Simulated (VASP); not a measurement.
Calculation: PBEsol GGA, VASP's PBE PAW potentials (set 64) (plane waves; VASP).

The input files of a VASP run:

**INCAR**
```
# general
SYSTEM   =  SrTe
PREC     =  Accurate
ENCUT    =  520
LREAL    =  .FALSE.
LASPH    =  .TRUE.

# electronic loop
EDIFF    =  1E-7
NELM     =  100
ALGO     =  Normal
LMAXMIX  =  4

# smearing
ISMEAR   =  0
SIGMA    =  0.05

# functional
GGA      =  PS

# ions
ISIF     =  2

# output
LWAVE    =  .FALSE.
LCHARG   =  .FALSE.
```

**POSCAR**
```
SrTe
1
    0.0000000000     3.3079885756     3.3079885756
    3.3079885756     0.0000000000     3.3079885756
    3.3079885756     3.3079885756     0.0000000000
Sr Te
1 1
Direct
  0.0000000000   0.0000000000   0.0000000000
  0.5000000000   0.5000000000   0.5000000000
```

File KPOINTS:
```
Regular mesh
0
G
7 7 7
```

POTCAR, in this order: Sr_sv Te (PBE.64 set). Program: vasp_std.

Task: Predict the energy per atom (σ→0).

Result: 
* **energy per atom (σ→0)**: -4.417 eV/atom

File OSZICAR:
```
...
DAV:   6    -0.884210646900E+01    0.10026E+00   -0.17201E-01   584   0.248E+00    0.987E+00
DAV:   7    -0.883543653022E+01    0.66699E-02   -0.18925E-01   652   0.299E+00    0.845E-01
DAV:   8    -0.883359535224E+01    0.18412E-02   -0.24283E-02   600   0.799E-01    0.268E-01
DAV:   9    -0.883374060539E+01   -0.14525E-03   -0.80945E-04   616   0.228E-01    0.882E-02
DAV:  10    -0.883381486640E+01   -0.74261E-04   -0.71961E-05   632   0.622E-02    0.169E-02
DAV:  11    -0.883382261187E+01   -0.77455E-05   -0.86947E-06   640   0.221E-02    0.203E-02
DAV:  12    -0.883382259235E+01    0.19517E-07   -0.55132E-07   684   0.484E-03
   1 F= -.88338226E+01 E0= -.88338226E+01  d E =-.404333E-17
```

The compound is SrTe in the rock salt structure. It was relaxed first.
